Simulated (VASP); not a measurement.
Given:

```yaml
crystal:
  lattice:
    - [0.00000, 1.86427, 1.86427]
    - [1.86427, 0.00000, 1.86427]
    - [1.86427, 1.86427, 0.00000]
  atoms:
    - { symbol: Rh, position: [0.00000, 0.00000, 0.00000] }
```

Computed with rev-vdW-DF2, VASP's PBE PAW potentials (set 64) (plane waves; VASP 6.6.1). Numerical set-up: 520 eV cut-off, 16×16×16 Γ-centred mesh, first-order Methfessel-Paxton smearing of 0.10 eV, potentials Rh_pv.

Predict the energy per atom (σ→0), pressure, band gap (on the k-mesh) with the smallest direct gap where there is one.

band gap (on the k-mesh): none (metal, semimetal or under 0.01 eV)
energy per atom (σ→0): -4.397 eV/atom
pressure: 20.08 GPa

Total energies compare only between runs with the same potentials, cut-off and functional.

The compound is Rh in the fcc structure. This cell is one point of a volume scan, at 0.94 of the reference volume.
